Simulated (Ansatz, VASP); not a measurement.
**LiVO2: VASP beside Ansatz**

One calculation is typed for both programs; each brings its own data sets and cutoff. How far apart do they land?

Calculated with Ansatz 0.2.0; plane waves, with VASP 6.6.1 beside it; single point at LDA.

## 1. Set-up

Symmetry: P1, No. 1, triclinic system. The conventional cell has a = 2.837 Å, b = 2.837 Å, c = 5.190 Å, α = 74.14°, β = 74.14°, γ = 60.00°. Nearest to Li lie 6 O at 2.04 to 2.21 Å. Nearest to V lie 6 O at 1.91 to 2.06 Å. Nearest to O lie 3 V at 1.91 to 2.06 Å and 3 Li at 2.06 to 2.21 Å. O has 3 V at 1.97 to 2.03 Å and 3 Li at 2.04 to 2.13 Å nearest. Farther neighbours and most contacts between anions are not listed.

## 2. VASP: single point, LDA

A single point gives forces, pressure and levels at one fixed geometry, so differences don't come from the geometry; what else differs is listed under the comparison.

Lines of VASP's logs that name or quote its potential files are left out, and so is its time.

File INCAR:

```
SYSTEM = LiVO2
PREC = Accurate
ENCUT = 650
EDIFF = 1E-06
NELM = 100
ISMEAR = 0
SIGMA = 0.01
LREAL = .FALSE.
ALGO = Normal
GGA = CA
NBANDS = 24
ISPIN = 2
MAGMOM = 0 2 0 0
LASPH = .TRUE.
LMAXMIX = 4
LORBIT = 11
LWAVE = .FALSE.
LCHARG = .FALSE.
KPAR = 4
ISIF = 2
```

File POSCAR:

```
LiVO2
1.0
    1.4186500000      0.8190579594      4.9244666667
   -1.4186500000      0.8190579594      4.9244666667
    0.0000000000     -1.6381159188      4.9244666667
Li V O
1 1 2
Direct
   -0.0155910000      0.0214630000     -0.0026030000
    0.4852060000      0.5130660000      0.5000850000
    0.2649120000      0.2204430000      0.2403410000
    0.7480190000      0.7499250000      0.7699320000
```

File KPOINTS:

```
Automatic mesh
0
Gamma
9 9 9
0 0 0
```

Potentials, in the order of the species: Li_sv, V_sv and O (PBE family, release 64).

On the command line:

```console
$ mpirun -np 4 vasp_std
```

Numbers of over 12 decimals in the logs are rounded to 6 here.

The program printed:

```text
[banner, memory and clock lines left out]
running    4 mpi-ranks, on    1 nodes
 distrk:  each k-point on    1 cores,    4 groups
 distr:  one band on    1 cores,    1 groups

 POSCAR found type information on POSCAR LiV O
 POSCAR found :  3 types and       4 ions
|                                                                             |
|               ----> ADVICE to this user running VASP <----                  |
|                                                                             |
|     You enforced a specific xc type in the INCAR file but a different       |
|     [... a line on the potential file left out ...]
|     I HOPE YOU KNOW WHAT YOU ARE DOING!                                     |
|                                                                             |

 LDA part: xc-table for (Slater(with rela. corr.)+CA(PZ))
 , standard interpolation
 POSCAR, INCAR and KPOINTS ok, starting setup
 FFT: planning ... GRIDC
 FFT: planning ... GRID_SOFT
 FFT: planning ... GRID
 WAVECAR not read
 entering main loop
       N       E                     dE             d eps       ncg     rms          rms(c)
DAV:   1     0.312422426978E+03    0.31242E+03   -0.17162E+04 35056   0.147E+03
DAV:   2    -0.230590683162E+02   -0.33548E+03   -0.31896E+03 40584   0.423E+02
DAV:   3    -0.385193904120E+02   -0.15460E+02   -0.15303E+02 43336   0.979E+01
DAV:   4    -0.388897363521E+02   -0.37035E+00   -0.36988E+00 46664   0.132E+01
DAV:   5    -0.388929723157E+02   -0.32360E-02   -0.32358E-02 41792   0.124E+00    0.319E+01
DAV:   6    -0.337053261876E+02    0.51876E+01   -0.27966E+01 42160   0.522E+01    0.103E+01
DAV:   7    -0.331535908360E+02    0.55174E+00   -0.95114E+00 38848   0.300E+01    0.116E+01
DAV:   8    -0.328730959024E+02    0.28049E+00   -0.12013E+00 42312   0.110E+01    0.154E+00
DAV:   9    -0.328779243404E+02   -0.48284E-02   -0.50859E-02 40512   0.209E+00    0.791E-01
DAV:  10    -0.328722772626E+02    0.56471E-02   -0.10655E-02 44480   0.104E+00    0.312E-01
DAV:  11    -0.328714539276E+02    0.82334E-03   -0.29399E-03 45352   0.491E-01    0.133E-01
DAV:  12    -0.328714375961E+02    0.16331E-04   -0.36007E-04 44504   0.138E-01    0.443E-02
DAV:  13    -0.328714369055E+02    0.69057E-06   -0.60105E-05 43312   0.544E-02    0.307E-02
DAV:  14    -0.328714368705E+02    0.35065E-07   -0.98391E-06 43152   0.246E-02
   1 F= -.32871437E+02 E0= -.32871382E+02  d E =-.110018E-03  mag=     0.2369
```

From OUTCAR (step 2):

```text
ion  position               nearest neighbor table
   1  0.984  0.021  0.997-   4 2.04   3 2.06   4 2.11   4 2.13   3 2.13   3 2.21
   2  0.485  0.513  0.500-   3 1.91   4 1.97   4 1.98   3 1.98   4 2.03   3 2.06
   3  0.265  0.220  0.240-   2 1.91   2 1.98   1 2.06   2 2.06   1 2.13   1 2.21
   4  0.748  0.750  0.770-   2 1.97   2 1.98   2 2.03   1 2.04   1 2.11   1 2.13

  LATTYP: Found a trigonal (rhomboedric) cell.
 ALAT       =     5.1897780025
 COS(alpha) =     0.8505544600

 Subroutine GETGRP returns: Found  1 space group operations
 (whereof  1 operations were pure point group operations)

The static configuration has the point symmetry C_1 .

 Found    365 irreducible k-points:

   k-points           NKPTS =    365   k-points in BZ     NKDIM =    365   number of bands    NBANDS=     24

   dimension x,y,z NGX =    48 NGY =   48 NGZ =   48
   dimension x,y,z NGXF=    96 NGYF=   96 NGZF=   96

   ENCUT  =  650.0 eV  47.77 Ry    6.91 a.u.  10.79 10.79 10.79*2*pi/ulx,y,z

   NELECT =      28.0000    total number of electrons

 k-points in reciprocal lattice and weights: Automatic mesh
   0.00000000  0.00000000  0.00000000       0.001
   0.11111111  0.00000000  0.00000000       0.003
   0.00000000  0.11111111  0.00000000       0.003
   0.00000000  0.00000000  0.11111111       0.003
   0.22222222  0.00000000 -0.00000000       0.003
   0.00000000  0.22222222 -0.00000000       0.003
  -0.00000000 -0.00000000  0.22222222       0.003
   0.33333333  0.00000000  0.00000000       0.003
   0.00000000  0.33333333  0.00000000       0.003
[...]
0.44444444 -0.44444444  0.44444444       0.003
   0.44444444  0.44444444 -0.44444444       0.003

 average (electrostatic) potential at core
       1 -56.3579       2 -73.3608       3 -68.8098       4 -68.7864

 E-fermi :   7.6289

 spin component 1
 k-point     1 :       0.0000    0.0000    0.0000
  band No.  band energies     occupation
    ...
     11       3.6065      1.00000
     12       4.0979      1.00000
     13       4.1021      1.00000
     14       7.2001      1.00000
     15       7.3256      1.00000
     16       7.8726      0.00000
     17      10.1112      0.00000
     18      10.4262      0.00000
     19      11.8231      0.00000
     20      13.9637      0.00000
    ...

 k-point     2 :       0.1111    0.0000    0.0000
  band No.  band energies     occupation
    ...
     11       3.4098      1.00000
     12       3.7972      1.00000
     13       3.8993      1.00000
     14       7.2429      1.00000
     15       7.5125      1.00000
     16       7.9520      0.00000
     17       9.8802      0.00000
     18      10.4223      0.00000
     19      12.2854      0.00000
     20      14.7000      0.00000
    ...

 k-point     3 :       0.0000    0.1111    0.0000
  band No.  band energies     occupation
    ...
     11       3.3957      1.00000
     12       3.7759      1.00000
     13       3.8711      1.00000
     14       7.2278      1.00000
     15       7.5512      1.00000
     16       7.9392      0.00000
     17       9.9680      0.00000
     18      10.2706      0.00000
     19      12.3192      0.00000
     20      14.7083      0.00000
    ...

 k-point     4 :       0.0000    0.0000    0.1111
  band No.  band energies     occupation
    ...
     11       3.3660      1.00000
     12       3.7707      1.00000
     13       3.9200      1.00000
     14       7.1440      1.00000
     15       7.6237      0.77025
     16       7.9406      0.00000
     17       9.9709      0.00000
     18      10.2693      0.00000
     19      12.3152      0.00000
     20      14.7133      0.00000
    ...

 k-point     5 :       0.2222    0.0000   -0.0000
  band No.  band energies     occupation
    ...
     10       1.7083      1.00000
     11       2.0297      1.00000
     12       3.5038      1.00000
     13       3.6956      1.00000
     14       7.1247      1.00000
     15       7.9160      0.00000
     16       8.2478      0.00000
     17       9.8082      0.00000
     18      10.4495      0.00000
     19      13.3694      0.00000
    ...

 k-point     6 :       0.0000    0.2222   -0.0000
  band No.  band energies     occupation
    ...
     10       1.8476      1.00000
     11       2.0008      1.00000
     12       3.4364      1.00000
     13       3.6505      1.00000
     14       7.0634      1.00000
     15       7.9839      0.00000
     16       8.2210      0.00000
     17       9.8723      0.00000
     18      10.2668      0.00000
     19      13.4171      0.00000
    ...

  Total       -2.4485911     -2.2446833     -0.6076468     -0.4432436     -0.2156488     -0.5769003
  in kB     -114.2684914   -104.7527203    -28.3570754    -20.6848673    -10.0636887    -26.9222291
  external PRESSURE =     -82.4594290 kB  Pullay stress =       0.0000000 kB

  energy-cutoff  :      650.00
  volume of cell :       34.33
      direct lattice vectors                 reciprocal lattice vectors
     1.418650000  0.819057959  4.924466667     0.352447750  0.203485803  0.067689225
    -1.418650000  0.819057959  4.924466667    -0.352447750  0.203485803  0.067689225
     0.000000000 -1.638115919  4.924466667     0.000000000 -0.406971606  0.067689225

 POSITION                                       TOTAL-FORCE (eV/Angst)
 -----------------------------------------------------------------------------------
      1.36608     -0.80998      9.86503         0.064308     -0.014699     -0.056216
     -0.03952     -0.00155      7.37861         0.803191     -0.184220     -0.143202
      0.06309      0.00383      3.57367        -0.722843     -0.048659      0.684495
     -0.00270     -0.03433     11.16808        -0.144656      0.247577     -0.485076
 -----------------------------------------------------------------------------------
    total drift:                               -0.000195     -0.000038      0.000145

  FREE ENERGIE OF THE ION-ELECTRON SYSTEM (eV)
  ---------------------------------------------------
  free  energy   TOTEN  =       -32.8714368705 eV

  energy  without entropy=      -32.8713268529  energy(sigma->0) =      -32.87138186

 total charge
# of ion       s       p       d       tot
------------------------------------------
    1        2.018   0.067   0.000   2.085
    2        2.255   6.294   3.139  11.688
    3        1.540   3.483   0.000   5.023
    4        1.539   3.484   0.000   5.023
--------------------------------------------------
tot          7.352  13.329   3.139  23.820

 magnetization (x)
# of ion       s       p       d       tot
------------------------------------------
    1       -0.000  -0.000   0.000  -0.000
    2        0.001   0.001   0.208   0.211
    3       -0.000   0.005   0.000   0.005
    4       -0.000   0.004   0.000   0.004
--------------------------------------------------
tot          0.001   0.010   0.208   0.219

[... 6 further parts left out ...]
```

The cell holds one magnetic atom, so no antiferromagnetic order fits into it. The PAW data sets were made with PBE, though LDA sets exist; this is a small mismatch. Oxides and halides of V are often magnetic insulators, and a metal at this level, without U or exact exchange, may be an artefact.

(Part 1 of 2 ends here.)

[Lines on the potential files, build, host, timing and source positions are cut from VASP's logs without a mark.]

[Logs are printed without paths, hosts, clocks, repeated set-up lines and the standing remarks that a program may print on its own settings, such as how far it seeks lower states.]

[Hosts, paths, dates, database ids (printed as entryN), source tags and the programs' standing remarks are cut or masked in the printed files.]
